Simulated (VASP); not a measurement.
These are PBE GGA with D4 dispersion, VASP's PBE PAW potentials (set 64) (plane waves; VASP) values and carry that method's errors.

Input for VASP

File POSCAR:
```
Er
1
    1.7796233795    -3.0823976746     0.0000000000
    1.7796233795     3.0823976746    -0.0000000000
   -0.0000000000     0.0000000000     5.4891747847
Er
2
Direct
  0.3333330000   0.6666670000   0.2500000000
  0.6666670000   0.3333330000   0.7500000000
```

### KPOINTS
```
Automatic mesh
0
Gamma
13 13 8
0 0 0
```

**INCAR**
```
! general
SYSTEM   =  Er
PREC     =  Accurate
ENCUT    =  520
LREAL    =  .False.
LASPH    =  .True.

! electronic loop
EDIFF    =  1E-7
NELM     =  100
ALGO     =  Normal
LMAXMIX  =  6

! smearing
ISMEAR   =  -5

! functional
GGA      =  PE
IVDW     =  13

! ions
ISIF     =  2

! output
LWAVE    =  .False.
LCHARG   =  .True.
LORBIT   =  11
NEDOS    =  601
```

POTCAR, in this order: Er_3 (PBE.64 set). Program: vasp_std.

Output

File OSZICAR:
```
       N       E                     dE             d eps       ncg     rms          rms(c)
DAV:   1     0.505252527268E+02    0.50525E+02   -0.85868E+03  4555   0.136E+03
DAV:   2    -0.627433407693E+01   -0.56800E+02   -0.55592E+02  4580   0.560E+02
DAV:   3    -0.885141915553E+01   -0.25771E+01   -0.24688E+01  4873   0.620E+01
DAV:   4    -0.897293759581E+01   -0.12152E+00   -0.11743E+00  4912   0.110E+01
DAV:   5    -0.898282268607E+01   -0.98851E-02   -0.91868E-02  4716   0.210E+00    0.251E+01
DAV:   6    -0.897967927999E+01    0.31434E-02   -0.32502E-02  4594   0.342E+00    0.149E+01
DAV:   7    -0.899012932388E+01   -0.10450E-01   -0.52451E-02  4450   0.442E+00    0.376E-01
DAV:   8    -0.898991729267E+01    0.21203E-03   -0.34140E-03  4428   0.830E-01    0.943E-02
DAV:   9    -0.898992070347E+01   -0.34108E-05   -0.20409E-04  4642   0.205E-01    0.319E-02
DAV:  10    -0.898991504815E+01    0.56553E-05   -0.27151E-05  4631   0.655E-02    0.440E-02
DAV:  11    -0.898991575158E+01   -0.70343E-06   -0.23395E-06  4548   0.190E-02    0.427E-03
DAV:  12    -0.898991606571E+01   -0.31413E-06   -0.18720E-07  2871   0.689E-03    0.175E-03
DAV:  13    -0.898991603743E+01    0.28275E-07   -0.36065E-08  2470   0.819E-03
   1 F= -.93654352E+01 E0= -.93654352E+01  d E =0.000000E+00
```

**OUTCAR**
```
------------------------ aborting loop because EDIFF is reached ----------------------------------------
  Edisp (eV):   -0.37552
  FORCE on cell =-STRESS in cart. coord.  units (eV):
  Direction    XX          YY          ZZ          XY          YZ          ZX
  --------------------------------------------------------------------------------------
  Total       0.01901     0.01901     0.15584     0.00000     0.00000     0.00000
  in kB       0.50585     0.50585     4.14619     0.00000     0.00000     0.00000
  external pressure =        1.72 kB  Pullay stress =        0.00 kB
  volume of cell :       60.22
      direct lattice vectors                 reciprocal lattice vectors
     1.779623380 -3.082397675  0.000000000     0.280958323 -0.162211386  0.000000000
     1.779623380  3.082397675  0.000000000     0.280958323  0.162211386  0.000000000
     0.000000000  0.000000000  5.489174785     0.000000000  0.000000000  0.182176746
 POSITION                                       TOTAL-FORCE (eV/Angst)
 -----------------------------------------------------------------------------------
      1.77962      1.02747      1.37229        -0.000000      0.000000      0.000000
      1.77962     -1.02747      4.11688         0.000000     -0.000000      0.000000
 -----------------------------------------------------------------------------------
    total drift:                               -0.000002      0.000086     -0.000012
  FREE ENERGIE OF THE ION-ELECTRON SYSTEM (eV)
  ---------------------------------------------------
  free  energy   TOTEN  =        -9.3654351744 eV

  energy  without entropy=       -9.3654351744  energy(sigma->0) =       -9.36543517

 total charge

# of ion       s       p       d       tot
------------------------------------------
    1        0.517   6.543   1.094   8.154
    2        0.517   6.543   1.094   8.154
--------------------------------------------------
tot          1.034  13.087   2.187  16.308
```
(Selected blocks of OUTCAR.)

The 4f electrons are frozen in the core of the lanthanide potential, so 4f levels, which can set the real gap, and their magnetism are missing. For a metal the tetrahedron method with Blöchl corrections gives inexact stress and forces.

The compound is Er in the hcp structure. It was relaxed first.
